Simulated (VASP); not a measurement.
```xyz
4
Lattice="2.4602 0.0000 0.0000 -1.2301 2.1306 0.0000 0.0000 0.0000 7.0463" Properties=species:S:1:pos:R:3 pbc="T T T"
C      0.0000     0.0000     1.7616
C      0.0000     0.0000     5.2847
C      0.0000     1.4204     1.7616
C      1.2301     0.7102     5.2847
```

Level of theory: PBEsol GGA, VASP's PBE PAW potentials (set 64) (plane waves; VASP). Run with 520 eV cut-off, 14×14×5 Γ-centred mesh, Gaussian smearing of 0.010 eV, potentials C.

The dielectric response may not be converged in the k-mesh; for small gaps it tends to come out too large.

Problem. The job: C (space group P6_3/mmc), 4 atoms, PBEsol, DFPT for ε, Born charges and Γ modes, 520 eV, 14×14×5 Γ-centred mesh. Roughly how much core time does it take on a busy server core?

Solution. About 40 core-minutes (one run on a shared machine, a rough figure). It had 72 irreducible k-points, 12 bands, up to 1012 plane waves and 225 electronic steps.

The structure comes from a measured C entry (P6_3/mmc) of the Crystallography Open Database, whose conditions weren't checked. It was relaxed first.
